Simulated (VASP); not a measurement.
Consider the following.

```xyz
2
Lattice="0.0000 2.3481 2.3481 2.3481 0.0000 2.3481 2.3481 2.3481 0.0000" Properties=species:S:1:pos:R:3 pbc="T T T"
Hf     0.0000     0.0000     0.0000
C      2.3481     2.3481     2.3481
```

These are PBEsol GGA, VASP's PBE PAW potentials (set 64) (plane waves; VASP 6.6.1) values and carry that method's errors. Run with 520 eV cut-off, 14×14×14 Γ-centred mesh, first-order Methfessel-Paxton smearing of 0.10 eV, potentials Hf_pv C.

**Question.** Give the stress tensor in GPa (positive for a compressed cell).

**Answer.** 
```
-13.34    0.00    0.00
  0.00  -13.34    0.00
  0.00    0.00  -13.34
```
The pressure is its mean diagonal, -13.34 GPa.

The compound is HfC in the rock salt structure. This cell is one point of a volume scan, at 1.06 of the reference volume.
